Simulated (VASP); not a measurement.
These are PW91 GGA, VASP's PBE PAW potentials (set 64) (plane waves; VASP 6.6.1) values and carry that method's errors.

Input for VASP

INCAR:
```
LASPH = .TRUE.
LREAL = .FALSE.   # projection in real space or not
SYSTEM = LiF
ISIF = 3   # ions, shape and volume
EDIFFG = -0.01   # ionic stop
NELM = 100   # most electronic steps
PREC = Accurate
NSW = 60   # most ionic steps
GGA = 91   # PW91
LWAVE = .FALSE.
ENCUT = 520
SIGMA = 0.05
ALGO = Normal   # blocked Davidson
ISMEAR = 0
LCHARG = .FALSE.
EDIFF = 1E-6   # SCF stop (eV)
IBRION = 2
```

### KPOINTS
```
K-points
0
G
 10 10 10
0 0 0
```

POSCAR:
```
LiF
1
    0.0000000000     2.0150000000     2.0150000000
    2.0150000000     0.0000000000     2.0150000000
    2.0150000000     2.0150000000     0.0000000000
Li F
1 1
Direct
  0.0000000000   0.0000000000   0.0000000000
  0.5000000000   0.5000000000   0.5000000000
```

POTCAR, in this order: Li_sv F (PBE.64 set). Program: vasp_std.

What VASP printed:

### OSZICAR
```
       N       E                     dE             d eps       ncg     rms          rms(c)
DAV:   1     0.311163576271E+02    0.31116E+02   -0.56294E+03   871   0.112E+03
DAV:   2    -0.928127806727E+01   -0.40398E+02   -0.39899E+02   915   0.208E+02
DAV:   3    -0.102544777326E+02   -0.97320E+00   -0.97136E+00  1097   0.308E+01
DAV:   4    -0.102663230116E+02   -0.11845E-01   -0.11842E-01  1079   0.348E+00
DAV:   5    -0.102664079695E+02   -0.84958E-04   -0.84958E-04  1144   0.199E-01    0.465E+00
DAV:   6    -0.971276940690E+01    0.55364E+00   -0.29701E+00   856   0.134E+01    0.140E+00
DAV:   7    -0.971486197905E+01   -0.20926E-02   -0.18612E-02  1156   0.154E+00    0.849E-01
DAV:   8    -0.972008815501E+01   -0.52262E-02   -0.14923E-02  1215   0.162E+00    0.957E-02
DAV:   9    -0.972016941163E+01   -0.81257E-04   -0.69580E-04   918   0.284E-01    0.393E-02
DAV:  10    -0.972022863244E+01   -0.59221E-04   -0.12646E-04   983   0.105E-01    0.462E-03
DAV:  11    -0.972023055561E+01   -0.19232E-05   -0.13904E-06  1184   0.155E-02    0.178E-03
DAV:  12    -0.972023048306E+01    0.72544E-07   -0.20802E-07   755   0.581E-03
   1 F= -.97202305E+01 E0= -.97202305E+01  d E =-.972023E+01
       N       E                     dE             d eps       ncg     rms          rms(c)
DAV:   1    -0.973023189516E+01   -0.10001E-01   -0.17868E-01   848   0.436E+00    0.777E-01
DAV:   2    -0.972152032889E+01    0.87116E-02   -0.49845E-02   865   0.185E+00    0.145E-01
DAV:   3    -0.972133482329E+01    0.18551E-03   -0.26112E-04  1177   0.204E-01    0.825E-02
DAV:   4    -0.972124320658E+01    0.91617E-04   -0.10232E-04  1369   0.101E-01    0.486E-03
DAV:   5    -0.972124237567E+01    0.83091E-06   -0.34395E-06   774   0.200E-02
   2 F= -.97212424E+01 E0= -.97212424E+01  d E =-.101189E-02
       N       E                     dE             d eps       ncg     rms          rms(c)
DAV:   1    -0.972831737929E+01   -0.70742E-02   -0.13531E-01   847   0.379E+00    0.677E-01
DAV:   2    -0.972170384089E+01    0.66135E-02   -0.38128E-02   863   0.162E+00    0.126E-01
DAV:   3    -0.972156242137E+01    0.14142E-03   -0.20088E-04  1161   0.178E-01    0.721E-02
DAV:   4    -0.972149227551E+01    0.70146E-04   -0.79395E-05  1391   0.886E-02    0.430E-03
DAV:   5    -0.972149146999E+01    0.80552E-06   -0.22692E-06   697   0.169E-02
   3 F= -.97214915E+01 E0= -.97214915E+01  d E =-.126099E-02
```

OUTCAR:
```
------------------------ aborting loop because EDIFF is reached ----------------------------------------
  FORCE on cell =-STRESS in cart. coord.  units (eV):
  Direction    XX          YY          ZZ          XY          YZ          ZX
  --------------------------------------------------------------------------------------
  Total       -0.0030870     -0.0030870     -0.0030870     -0.0000000      0.0000000      0.0000000
  in kB       -0.2966785     -0.2966785     -0.2966785     -0.0000000      0.0000000      0.0000000
  external PRESSURE =      -0.2966785 kB  Pullay stress =       0.0000000 kB
  volume of cell :       16.67
      direct lattice vectors                 reciprocal lattice vectors
     0.000000000  2.027581962  2.027581962    -0.246599156  0.246599156  0.246599156
     2.027581962  0.000000000  2.027581962     0.246599156 -0.246599156  0.246599156
     2.027581962  2.027581962 -0.000000000     0.246599156  0.246599156 -0.246599156
  FREE ENERGIE OF THE ION-ELECTRON SYSTEM (eV)
  ---------------------------------------------------
  free  energy   TOTEN  =        -9.7214914700 eV

  energy  without entropy=       -9.7214914700  energy(sigma->0) =       -9.72149147

 reached required accuracy - stopping structural energy minimisation
```
(Selected blocks of OUTCAR.)

File CONTCAR:
```
LiF
   1.00000000000000
     0.0000000000000000    2.0275819615269048    2.0275819615269048
     2.0275819615269048    0.0000000000000000    2.0275819615269048
     2.0275819615269048    2.0275819615269048   -0.0000000000000000
  Li              F
     1     1
Direct
     0.0000000000000000    0.0000000000000000    0.0000000000000000
     0.5000000000000000    0.5000000000000000    0.5000000000000000
```

**OUTCAR**
```
 val. band max:       -1.2314099683   @ k =   0.0000   0.0000   0.0000

 cond. band min:       7.7161398371   @ k =   0.0000   0.0000   0.0000


 Fermi energy:        -0.9552212749

 k-point     1 :       0.0000    0.0000    0.0000
  band No.  band energies     occupation
      1     -42.2572      2.00000
      2     -21.0842      2.00000
      3      -1.2314      2.00000
      4      -1.2314      2.00000
      5      -1.2314      2.00000
      6       7.7161      0.00000
      7      22.6234      0.00000
      8      22.6234      0.00000
      9      22.6235      0.00000

 k-point     2 :       0.1000    0.0000    0.0000
  band No.  band energies     occupation
      1     -42.2520      2.00000
      2     -21.0453      2.00000
      3      -1.5123      2.00000
      4      -1.2538      2.00000
      5      -1.2538      2.00000
      6       8.0115      0.00000
      7      19.9092      0.00000
      8      21.3558      0.00000
      9      21.3558      0.00000

 k-point     3 :       0.2000    0.0000    0.0000
  band No.  band energies     occupation
      1     -42.2389      2.00000
      2     -20.9444      2.00000
      3      -2.1849      2.00000
      4      -1.3111      2.00000
      5      -1.3111      2.00000
      6       8.6665      0.00000
      7      17.4458      0.00000
      8      19.8835      0.00000
      9      19.8836      0.00000

 k-point     4 :       0.3000    0.0000    0.0000
  band No.  band energies     occupation
      1     -42.2224      2.00000
      2     -20.8128      2.00000
      3      -2.9284      2.00000
      4      -1.3796      2.00000
      5      -1.3796      2.00000
      6       9.2438      0.00000
      7      15.9469      0.00000
      8      18.6564      0.00000
      9      18.6565      0.00000

 k-point     5 :       0.4000    0.0000    0.0000
  band No.  band energies     occupation
      1     -42.2092      2.00000
      2     -20.7029      2.00000
      3      -3.4818      2.00000
...
```

The compound is LiF in the rock salt structure. This run relaxes it. Symmetry was kept, so distortions that lower it aren't found.
